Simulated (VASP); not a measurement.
Consider the following.

```yaml
crystal:
  lattice:
    - [1.60840, -2.78583, 0.00000]
    - [1.60840, 2.78583, 0.00000]
    - [0.00000, 0.00000, 3.60013]
  atoms:
    - { symbol: Zr, position: [0.00000, 0.00000, 0.00000] }
    - { symbol: B, position: [0.33333, 0.66667, 0.50000] }
    - { symbol: B, position: [0.66667, 0.33333, 0.50000] }
```

The numbers are results of PBE GGA, VASP's PBE PAW potentials (set 64) (plane waves; VASP 6.6.1), not measurements. Settings: 600 eV cut-off, 10×10×8 Γ-centred mesh, first-order Methfessel-Paxton smearing of 0.10 eV, potentials Zr_sv B.

Q: Give the stress tensor in GPa (positive for a compressed cell).

A: 
```
-9.96   0.00   0.00
 0.00  -9.96   0.00
 0.00   0.00  -9.05
```
The pressure is its mean diagonal, -9.65 GPa.

The compound is ZrB2 in the AlB2 type structure. This cell was strained or had an atom moved on purpose.
